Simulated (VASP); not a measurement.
Given:

```
CsI
1.0
    4.51698     0.00000     0.00000
    0.00000     4.51698     0.00000
    0.00000     0.00000     4.51698
Cs I
1 1
Direct
  0.00000   0.00000   0.00000
  0.50000   0.50000   0.50000
```

Computed with PBEsol GGA, VASP's PBE PAW potentials (set 64) (plane waves; VASP). Run with 480 eV cut-off, 5×5×5 Γ-centred mesh, Gaussian smearing of 0.050 eV, potentials Cs_sv I.

Predict the energy per atom (σ→0).

```
Quantity                       Result
---------------------  --------------
energy per atom (σ→0)  -2.887 eV/atom
```

The compound is CsI in the CsCl type structure. It was relaxed first. The start is the result of an earlier pass.
